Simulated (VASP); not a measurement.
Data:

```
CELL_PARAMETERS angstrom
      4.04697     0.00000     0.00000
      0.00000     4.04697     0.00000
      0.00000     0.00000     5.66758
ATOMIC_POSITIONS crystal
  Zn 0.00000 0.00000 0.00000
  Sn 0.50000 0.50000 0.50000
  P  0.00000 0.50000 0.22660
  P  0.50000 0.00000 0.77340
```

The numbers are results of HSE06 screened hybrid, VASP's PBE PAW potentials (set 64) (plane waves; VASP), not measurements. Numerical set-up: 400 eV cut-off, 4×4×4 Γ-centred mesh, Gaussian smearing of 0.050 eV, potentials Zn Sn_d P.

Give the force on each atom (eV/Å).

| atom | Fx | Fy | Fz |
|---|---|---|---|
| Zn1 | 0.000 | 0.000 | 0.000 |
| Sn2 | 0.000 | 0.000 | 0.000 |
| P3 | 0.000 | 0.000 | 0.321 |
| P4 | 0.000 | 0.000 | -0.321 |

Give the stress tensor in GPa (positive for a compressed cell).

```
-1.56   0.00   0.00
 0.00  -1.56   0.00
 0.00   0.00  -2.15
```
The pressure is its mean diagonal, -1.76 GPa.

The structure comes from a computed database's ZnSnP2 entry (P-4m2); how it stands against other phases isn't given here. It was relaxed first. The cell's shape comes from a PBE relaxation.
